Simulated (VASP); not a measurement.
# MnHg (P4/mmm) in VASP: further runs

One crystal, MnHg, is run at these levels: r2SCAN; tasks: single point.

All numbers are computed with VASP 6.6.1; they aren't measurements. Logs are shortened: lines on timing, memory, paths and dates and some standing lists are left out, and cuts for length are marked.

### Step 1. The structure

Symmetry: P4/mmm, No. 123, tetragonal system. The conventional cell has a = 3.288 Å, b = 3.288 Å, c = 3.313 Å, α = 90.00°, β = 90.00°, γ = 90.00°. Around Hg (site symmetry 4/mmm) lie 8 Mn at 2.85 Å. Around Mn (site symmetry 4/mmm) lie 8 Hg at 2.85 Å.

### Step 2. Single point, r2SCAN, collinear spin, ferromagnetic start

Input file INCAR:

```
  PREC = Accurate
  ENCUT = 400
  EDIFF = 1E-6
  ISMEAR = 1
  SIGMA = 0.1
  LREAL = F
  LASPH = T
  NELM = 100
  ALGO = Normal
  ISIF = 2
  LWAVE = F
  LCHARG = F
  ISPIN = 2
  MAGMOM = 0 4
  LORBIT = 11
  LMAXMIX = 4
  METAGGA = R2SCAN
  LMIXTAU = T
  NBANDS = 24
  ADDGRID = F
```

Input file KPOINTS:

```
Automatic mesh
0
Gamma
  5 5 5
```

Input file POSCAR:

```
MnHg
1.0
    3.2880000000      0.0000000000      0.0000000000
    0.0000000000      3.2880000000      0.0000000000
    0.0000000000      0.0000000000      3.3130000000
Hg Mn
1 1
Direct
    0.0000000000      0.0000000000      0.0000000000
    0.5000000000      0.5000000000      0.5000000000
```

Potentials or basis: VASP PAW PBE potentials, release 64 (Hg, Mn_pv).

The run is started by

```
$ cat potpaw_PBE.64/Hg/POTCAR potpaw_PBE.64/Mn_pv/POTCAR > POTCAR
$ mpirun -np 1 vasp_std > vasp.out
```

OUTCAR:

```text
PREC = Accurate
   ENCUT = 400
   EDIFF = 1E-6
   ISMEAR = 1
   LREAL = F
   LASPH = T
   NELM = 100
   ISIF = 2
   ISPIN = 2
   LORBIT = 11
   METAGGA = R2SCAN

 Found     18 irreducible k-points:

 Following reciprocal coordinates:
            Coordinates               Weight
  0.000000  0.000000  0.000000      1.000000
  0.200000  0.000000  0.000000      4.000000
  0.400000  0.000000  0.000000      4.000000
  0.200000  0.200000  0.000000      4.000000
  0.400000  0.200000  0.000000      8.000000
  0.400000  0.400000  0.000000      4.000000
   k-points           NKPTS =     18   k-points in BZ     NKDIM =     18   number of bands    NBANDS=     24
   number of dos      NEDOS =    301   number of ions     NIONS =      2
   total plane-waves  NPLWV =  13824
   dimension x,y,z NGX =    24 NGY =   24 NGZ =   24
   dimension x,y,z NGXF=    48 NGYF=   48 NGZF=   48
   ions per type =               1   1
   NGX,Y,Z   is equivalent  to a cutoff of  12.13, 12.13, 12.04 a.u.
   NGXF,Y,Z  is equivalent  to a cutoff of  24.27, 24.27, 24.09 a.u.
 SYSTEM =  unknown system
   PREC   = accura    normal or accurate (medium, high low for compatibility)
   ISTART =      0    job   : 0-new  1-cont  2-samecut
   ICHARG =      2    charge: 1-file 2-atom 10-const
   ISPIN  =      2    spin polarized calculation?
   LNONCOLLINEAR =      F non collinear calculations
   LSORBIT =      F    spin-orbit coupling
   LASPH  =      T    aspherical Exc in radial PAW
   ENCUT  =  400.0 eV  29.40 Ry    5.42 a.u.   5.36  5.36  5.40*2*pi/ulx,y,z
   NELM   =    100;   NELMIN=  2; NELMDL= -5     # of ELM steps
   EDIFF  = 0.1E-05   stopping-criterion for ELM
   LREAL  =      F    real-space projection
   EDIFFG = 0.1E-04   stopping-criterion for IOM
   NSW    =      0    number of steps for IOM
   IBRION =     -1    ionic relax: 0-MD 1-quasi-New 2-CG
   NFREE  =      0    steps in history (QN), initial steepest desc. (CG)
   ISIF   =      2    stress and relaxation
   ISYM   =      2    0-nonsym 1-usesym 2-fastsym
   POTIM  = 0.5000    time-step for ionic-motion
   TEBEG  =    0.0;   TEEND  =   0.0 temperature during run
   PSTRESS=    0.0 pullay stress
   NELECT =      25.0000    total number of electrons
   NUPDOWN=      -1.0000    fix difference up-down
   EMIN   =  10.00;   EMAX   =-10.00  energy-range for DOS
   EFERMI =   0.00;   METHOD = LEGACY
   ISMEAR =     1;   SIGMA  =   0.10  broadening in eV -4-tet -1-fermi 0-gaus
   EFERMI_NEDOS =   21; number of points for ismear=-14 and -15
   IALGO  =     38    algorithm
   IMIX   =      4    mixing-type and parameters
     AMIX     =   0.40;   BMIX     =  1.00
     AMIX_MAG =   1.60;   BMIX_MAG =  1.00
  volume/ion in A,a.u.               =      17.91       120.85
  Fermi-wavevector in a.u.,A,eV,Ry     =   1.452200  2.744260 28.693127  2.108885
  Thomas-Fermi vector in A             =   2.569610
   LORBIT       =     11    0 simple, 1 ext, 2 COOP (PROOUT), +10 PAW based schemes
   METAGGA = R2SCAN    functional components
   LHFCALC =     F    Hartree Fock is set to
   AEXX    =    0.0000 exact exchange contribution
   IVDW    =     0    specifies the selected vdW correction
   LEPSILON=     F    determine dielectric tensor
   LRPA    =     F    only Hartree local field effects (RPA)
 spin polarized calculation
 Methfessel and Paxton  Order N= 1 SIGMA  =   0.10
  energy-cutoff  :      400.00
  volume of cell :       35.82
 maximum number of plane-waves:       664
 NGX is ok and might be reduce to    24
   NGX = 11   NGY = 11   NGZ = 11

 number of electron      24.9999979 magnetization       4.0938700

 Free energy of the ion-electron system (eV)
  ---------------------------------------------------
  ext. energy  EPLUGINS =         0.00000000
  ---------------------------------------------------
  free energy    TOTEN  =       -64.00891795 eV

  energy without entropy =      -64.00836899  energy(sigma->0) =      -64.00873496

 E-fermi :   6.0814     XC(G=0): -12.7523

 val. band max:        6.0539092998   @ k =   0.2000   0.2000   0.2000
 cond. band min:       6.0870839638   @ k =   0.2000   0.2000   0.2000
 fundamental gap:      0.0331746640
 Fermi energy:         6.0814469188

 spin component 1

 k-point     1 :       0.0000    0.0000    0.0000
  band No.  band energies     occupation
      1     -47.1193      1.00000
      2     -47.1193      1.00000
      3     -47.1161      1.00000
      4      -4.5335      1.00000
      5      -3.0971      1.00000
      6      -3.0840      1.00000
[... 16 lines left out ...]
     23      23.5771      0.00000
     24      27.5275      0.00000

 k-point     2 :       0.2000    0.0000    0.0000
  band No.  band energies     occupation
      1     -47.1261      1.00000
      2     -47.1194      1.00000
      3     -47.1160      1.00000
      4      -3.9161      1.00000
      5      -2.9760      1.00000
      6      -2.7540      1.00000
[... 16 lines left out ...]
     23      22.7854      0.00000
     24      23.1390      0.00000

 k-point     3 :       0.4000    0.0000    0.0000
  band No.  band energies     occupation
      1     -47.1358      1.00000
      2     -47.1188      1.00000
      3     -47.1153      1.00000
      4      -3.0423      1.00000
      5      -2.7800      1.00000
      6      -2.1780      1.00000
[... 16 lines left out ...]
     23      20.0893      0.00000
     24      27.7356      0.00000

 k-point     4 :       0.2000    0.2000    0.0000
  band No.  band energies     occupation
      1     -47.1257      1.00000
      2     -47.1255      1.00000
      3     -47.1157      1.00000
      4      -3.3971      1.00000
      5      -2.7611      1.00000
      6      -2.5810      1.00000
[... 16 lines left out ...]
     23      22.8924      0.00000
     24      23.4790      0.00000

 k-point     5 :       0.4000    0.2000    0.0000
  band No.  band energies     occupation
      1     -47.1352      1.00000
      2     -47.1246      1.00000
      3     -47.1149      1.00000
      4      -2.8980      1.00000
      5      -2.6809      1.00000
      6      -2.3115      1.00000
[... 16 lines left out ...]
     23      24.5733      0.00000
     24      25.2620      0.00000

 k-point     6 :       0.4000    0.4000    0.0000
  band No.  band energies     occupation
      1     -47.1343      1.00000
      2     -47.1342      1.00000
      3     -47.1140      1.00000
      4      -3.1906      1.00000
      5      -2.8547      1.00000
      6      -2.3525      1.00000
[... 16 lines left out ...]
     23      24.1976      0.00000
     24      24.9992      0.00000

 [... further k-points ...]

 spin component 2

 k-point     1 :       0.0000    0.0000    0.0000
  band No.  band energies     occupation
      1     -41.4796      1.00000
      2     -41.4772      1.00000
      3     -41.4772      1.00000
      4      -4.5341      1.00000
      5      -3.0878      1.00000
      6      -3.0752      1.00000
[... 16 lines left out ...]
     23      23.6515      0.00000
     24      29.0876      0.00000

 k-point     2 :       0.2000    0.0000    0.0000
  band No.  band energies     occupation
      1     -41.4865      1.00000
      2     -41.4794      1.00000
      3     -41.4772      1.00000
      4      -3.9318      1.00000
      5      -2.9949      1.00000
      6      -2.7287      1.00000
[... 16 lines left out ...]
     23      23.3706      0.00000
     24      24.1693      0.00000

 k-point     3 :       0.4000    0.0000    0.0000
  band No.  band energies     occupation
      1     -41.5000      1.00000
      2     -41.4784      1.00000
      3     -41.4763      1.00000
      4      -3.1667      1.00000
      5      -2.8535      1.00000
      6      -2.1563      1.00000
[... 16 lines left out ...]
     23      20.1720      0.00000
     24      28.6552      0.00000

 k-point     4 :       0.2000    0.2000    0.0000
  band No.  band energies     occupation
      1     -41.4860      1.00000
      2     -41.4854      1.00000
      3     -41.4788      1.00000
      4      -3.3987      1.00000
      5      -2.7418      1.00000
      6      -2.5890      1.00000
[... 16 lines left out ...]
     23      23.8819      0.00000
     24      24.2799      0.00000

 k-point     5 :       0.4000    0.2000    0.0000
  band No.  band energies     occupation
      1     -41.4990      1.00000
      2     -41.4843      1.00000
      3     -41.4777      1.00000
      4      -2.9467      1.00000
      5      -2.6137      1.00000
      6      -2.3690      1.00000
[... 16 lines left out ...]
     23      25.3251      0.00000
     24      26.0296      0.00000

 k-point     6 :       0.4000    0.4000    0.0000
  band No.  band energies     occupation
      1     -41.4974      1.00000
      2     -41.4974      1.00000
      3     -41.4764      1.00000
      4      -3.0774      1.00000
      5      -2.8519      1.00000
      6      -2.2095      1.00000
[... 16 lines left out ...]
     23      24.9411      0.00000
     24      25.7673      0.00000

 [... further k-points ...]

------------------------ aborting loop because EDIFF is reached ----------------------------------------

  FORCE on cell =-STRESS in cart. coord.  units (eV):
  Direction    XX          YY          ZZ          XY          YZ          ZX
  --------------------------------------------------------------------------------------
  -------------------------------------------------------------------------------------
  Total        0.5953051      0.5953051      0.5595964      0.0000000     -0.0000000     -0.0000000
  in kB       26.6296312     26.6296312     25.0322805      0.0000000     -0.0000000     -0.0000000
  external PRESSURE =      26.0971810 kB  Pullay stress =       0.0000000 kB

 VOLUME and BASIS-vectors are now :
 -----------------------------------------------------------------------------
  energy-cutoff  :      400.00
  volume of cell :       35.82
      direct lattice vectors                 reciprocal lattice vectors
     3.288000000  0.000000000  0.000000000     0.304136253  0.000000000  0.000000000
     0.000000000  3.288000000  0.000000000     0.000000000  0.304136253  0.000000000
     0.000000000  0.000000000  3.313000000     0.000000000  0.000000000  0.301841232

 POSITION                                       TOTAL-FORCE (eV/Angst)
 -----------------------------------------------------------------------------------
      0.00000      0.00000      0.00000         0.000000      0.000000      0.000000
      1.64400      1.64400      1.65650         0.000000      0.000000      0.000000
 -----------------------------------------------------------------------------------
    total drift:                                0.000000      0.000000     -0.000000

  FREE ENERGIE OF THE ION-ELECTRON SYSTEM (eV)
  ---------------------------------------------------
  free  energy   TOTEN  =       -64.0089179460 eV

  energy  without entropy=      -64.0083689890  energy(sigma->0) =      -64.00873496

 total charge

# of ion       s       p       d       tot
------------------------------------------
    1        0.842   0.551   9.245  10.638
    2        0.273   6.185   4.938  11.396
--------------------------------------------------
tot          1.116   6.736  14.183  22.034

 magnetization (x)

# of ion       s       p       d       tot
------------------------------------------
    1       -0.039  -0.080   0.048  -0.071
    2        0.032   0.016   4.027   4.075
--------------------------------------------------
tot         -0.007  -0.065   4.075   4.003
```

It took 70 s on 1 thread of Intel Xeon Platinum 8259CL at 2.50GHz (Skylake/Cascade Lake), shared host; peak memory 0.16 GiB.

These settings aren't checked as converged: the numbers below hold their error.

Results:

```yaml
Free_energy: -64.0089 eV
Pressure: 2.6 GPa
Band_gap_on_the_k_mesh: none (metal or under the smearing width)
Net_moment: 4.09 μB per cell
Site_moments: Hg -0.07; Mn +4.08 μB
Valence_electrons_inside_the_program's_atomic_spheres: Hg 10.64; Mn 11.40
```

Caveat: the k mesh is coarse (spacing up to 0.38 Å⁻¹), so the values aren't converged; the PAW data sets were made with another functional, which shifts forces and pressure a little.

### Step 3. Single point, r2SCAN, collinear spin, ferromagnetic start

INCAR is that of step 2.

KPOINTS is that of step 2.

Input file POSCAR:

```
MnHg
1.0
    3.2880000000      0.0000000000      0.0000000000
    0.0000000000      3.2880000000      0.0000000000
    0.0000000000      0.0000000000      3.3130000000
Hg Mn
1 1
Direct
    0.0037350000      0.0043450000     -0.0026990000
    0.4987650000      0.4794400000      0.4654080000
```

Potentials or basis: VASP PAW PBE potentials, release 64 (Hg, Mn_pv).

The run is started by

```
$ cat potpaw_PBE.64/Hg/POTCAR potpaw_PBE.64/Mn_pv/POTCAR > POTCAR
$ mpirun -np 1 vasp_std > vasp.out
```

Run time: 3.1 min. Hardware: 1 thread of Intel Xeon Platinum 8259CL at 2.50GHz (Skylake/Cascade Lake), shared host; peak memory 0.2 GiB.

The run converged, but some of its settings lie outside the range that counts as converged, so its numbers aren't taken as properties of the crystal.

What came out:

```
Free energy                                           : -63.9798 eV
Pressure                                              : 3.1 GPa
Largest force                                         : 0.429 eV/Å
Band gap on the k mesh                                : none (metal or under the smearing width)
Net moment                                            : 4.10 μB per cell
Site moments                                          : Hg -0.07; Mn +4.08 μB
Valence electrons inside the program's atomic spheres : Hg 10.64; Mn 11.40
```

Caveat: the k mesh is coarse (spacing up to 0.38 Å⁻¹), so the values aren't converged; the PAW data sets were made with another functional, which shifts forces and pressure a little.

### Step 4. Single point, r2SCAN, collinear spin, ferromagnetic start

Edit INCAR of step 3 so:

```diff
@@ -4,3 +4,3 @@
   ISMEAR = 1
-  SIGMA = 0.1
+  SIGMA = 0.05
   LREAL = F
```

KPOINTS is that of step 3.

Input file POSCAR:

```
MnHg
1.0
    3.2880000000      0.0000000000      0.0000000000
    0.0000000000      3.2880000000      0.0000000000
    0.0000000000      0.0000000000      3.3130000000
Hg Mn
1 1
Direct
    0.0000000000      0.0000000000      0.0000000000
    0.5000000000      0.5000000000      0.5000000000
```

The run is started by

```
$ cat potpaw_PBE.64/Hg/POTCAR potpaw_PBE.64/Mn_pv/POTCAR > POTCAR
$ mpirun -np 1 vasp_std > vasp.out
```

It took 77 s on 1 thread of Intel Xeon Platinum 8259CL at 2.50GHz (Skylake/Cascade Lake), shared host; peak memory 0.16 GiB.

The run converged, but some of its settings lie outside the range that counts as converged, so its numbers aren't taken as properties of the crystal.

Results:

| Quantity | Value |
| --- | --- |
| Free energy | -64.0096 eV |
| Pressure | 2.4 GPa |
| Band gap on the k mesh | none (metal or under the smearing width) |
| Net moment | 4.05 μB per cell |
| Site moments | Hg -0.08; Mn +4.05 μB |
| Valence electrons inside the program's atomic spheres | Hg 10.64; Mn 11.40 |

Caveat: the k mesh is coarse (spacing up to 0.38 Å⁻¹), so the values aren't converged; the PAW data sets were made with another functional, which shifts forces and pressure a little.

### Step 5. Single point, r2SCAN, collinear spin, ferromagnetic start

INCAR is that of step 4.

KPOINTS is that of step 4.

Input file POSCAR:

```
MnHg
1.0
    3.2880000000      0.0000000000      0.0000000000
    0.0000000000      3.2880000000      0.0000000000
    0.0000000000      0.0000000000      3.3130000000
Hg Mn
1 1
Direct
    0.0037350000      0.0043450000     -0.0026990000
    0.4987650000      0.4794400000      0.4654080000
```

The run is started by

```
$ cat potpaw_PBE.64/Hg/POTCAR potpaw_PBE.64/Mn_pv/POTCAR > POTCAR
$ mpirun -np 1 vasp_std > vasp.out
```

Run time: 3.5 min. Hardware: 1 thread of Intel Xeon Platinum 8259CL at 2.50GHz (Skylake/Cascade Lake), shared host; peak memory 0.2 GiB.

These settings aren't checked as converged: the numbers below hold their error.

What came out:

| Quantity | Value |
| --- | --- |
| Free energy | -63.9803 eV |
| Pressure | 2.9 GPa |
| Largest force | 0.437 eV/Å |
| Band gap on the k mesh | none (metal or under the smearing width) |
| Net moment | 4.05 μB per cell |
| Site moments | Hg -0.08; Mn +4.05 μB |
| Valence electrons inside the program's atomic spheres | Hg 10.64; Mn 11.40 |

Caveat: the k mesh is coarse (spacing up to 0.38 Å⁻¹), so the values aren't converged; the PAW data sets were made with another functional, which shifts forces and pressure a little.
